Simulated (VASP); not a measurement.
OSZICAR of a VASP run on MgO (rock salt):

**OSZICAR**
```
       N       E                     dE             d eps       ncg     rms          rms(c)
DAV:   1     0.117040336310E+02    0.11704E+02   -0.47855E+03   880   0.880E+02
DAV:   2    -0.131025505712E+02   -0.24807E+02   -0.23967E+02   864   0.139E+02
DAV:   3    -0.134653050329E+02   -0.36275E+00   -0.36275E+00  1024   0.185E+01
DAV:   4    -0.134658616750E+02   -0.55664E-03   -0.55664E-03   952   0.629E-01
DAV:   5    -0.134658620362E+02   -0.36118E-06   -0.36118E-06  1040   0.132E-02    0.722E+00
DAV:   6    -0.119245879775E+02    0.15413E+01   -0.10049E+01   752   0.224E+01    0.226E+00
DAV:   7    -0.119104649192E+02    0.14123E-01   -0.43309E-02   792   0.256E+00    0.132E+00
DAV:   8    -0.119051751595E+02    0.52898E-02   -0.24160E-02   760   0.237E+00    0.154E-01
DAV:   9    -0.119050887893E+02    0.86370E-04   -0.39263E-04  1056   0.176E-01    0.733E-02
DAV:  10    -0.119051953103E+02   -0.10652E-03   -0.13207E-04   784   0.123E-01    0.536E-03
DAV:  11    -0.119051954802E+02   -0.16996E-06   -0.67272E-07   984   0.814E-03
   1 F= -.11905195E+02 E0= -.11905195E+02  d E =-.929664E-12
```

Which electronic solver shows in the log?

It is blocked Davidson (ALGO = Normal, or the opening steps of other solvers). The INCAR had ALGO = Normal.

Can the final energy be trusted as converged?

The run converged. It stopped with EDIFF = 1E-6, NELM = 100 (PBE GGA, plane waves, VASP's PBE PAW potentials (set 64)).

The compound is MgO in the rock salt structure. The cell was not relaxed at this level. The run is one of a series of settings (LREAL = Auto against the base run), some of them coarse on purpose.
